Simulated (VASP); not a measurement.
Write the native input for VASP 6.6.1 that does the following.

| Item | Value |
| --- | --- |
| Task | single point |
| Functional | PBEsol |
| Potentials or basis | VASP PAW PBE potentials, release 64 (Ta_pv, F) |
| Cutoff | 520 eV |
| k mesh | 5 × 5 × 5 |
| Occupations | gaussian, width 0.05 eV |
| Spin | no spin polarisation |
| Hubbard terms | Ta d U = 2.0 eV, J = 0.5 eV |
| Dipole correction | no |
| LDAUTYPE | 1 |
| Hund's J | 0.5 |
| Further INCAR settings | ALGO = Fast; EDIFF = 1e-07; NBANDS = 24 |

The structure of TaF3 lies in POSCAR:

```
TaF3
1.0
    3.9012005900      0.0000000000      0.0000000000
    0.0000000000      3.9012005900      0.0000000000
    0.0000000000      0.0000000000      3.9012005900
Ta F
1 3
Direct
    0.0000000000      0.0000000000      0.0000000000
    0.5000000000      0.0000000000      0.0000000000
    0.0000000000      0.5000000000      0.0000000000
    0.0000000000      0.0000000000      0.5000000000
```

These files were run (other wordings do the same):

INCAR

```
PREC = Accurate
ENCUT = 520
EDIFF = 1E-7
ISMEAR = 0
SIGMA = 0.05
LREAL = F
LASPH = T
NELM = 150
ALGO = Fast
ISIF = 2
LWAVE = F
LCHARG = T
LMAXMIX = 4
LDAU = T
LDAUTYPE = 1
LDAUL = 2 -1
LDAUU = 2 0
LDAUJ = 0.5 0
LDAUPRINT = 1
GGA = PS
LELF = T
LVHAR = T
NBANDS = 24
```

KPOINTS

```
Automatic mesh
0
Gamma
  5 5 5
```

Potentials or basis: VASP PAW PBE potentials, release 64 (Ta_pv, F).

Run with:

```sh
$ cat potpaw_PBE.64/Ta_pv/POTCAR potpaw_PBE.64/F/POTCAR > POTCAR
$ mpirun -np 1 vasp_std > vasp.out
```

It gave:

| Property | Result |
| --- | --- |
| Pressure | 23.0 GPa |
| Band gap on the k mesh | none (metal or under the smearing width) |

Caveat: the PAW data sets were made with another functional, which shifts forces and pressure a little; U without spin polarisation on a metal has little footing.

Wall time 13 s on 1 thread of AMD EPYC 9R45 96-Core Processor (Zen 5), with other jobs on the host, peak memory 0.14 GiB.
